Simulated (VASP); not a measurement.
## HfO₂ (space group P4_2/mnm): computed properties

The numbers are results of r2SCAN meta-GGA, VASP's PBE PAW potentials (set 64) (plane waves; VASP), not measurements.

```yaml
space_group: P4_2/mnm (136)
cell: a = b = 4.8157 Å, c = 3.2060 Å, α = β = γ = 90.00°
volume_per_atom: 12.39 Å³/atom
band gap (over mesh and band path): 4.53 eV
smallest direct gap (over mesh and band path): 4.53 eV
band_edge_character: direct, Γ to Γ
density: 9.40 g/cm³
mean ε∞ (independent particles): 4.28
```

```
CELL_PARAMETERS angstrom
      4.81566     0.00000     0.00000
      0.00000     4.81566     0.00000
      0.00000     0.00000     3.20596
ATOMIC_POSITIONS crystal
  Hf 0.00000 0.00000 0.00000
  Hf 0.50000 0.50000 0.50000
  O  0.19493 0.80507 0.50000
  O  0.80507 0.19493 0.50000
  O  0.69493 0.69493 0.00000
  O  0.30507 0.30507 0.00000
```

Unless said otherwise, spin-orbit coupling is left out, though it shifts the bands of the heavy elements here.

The structure comes from a computed database's HfO2 entry (P4_2/mnm); how it stands against other phases isn't given here. It was relaxed first. Symmetry was kept, so distortions that lower it aren't found.
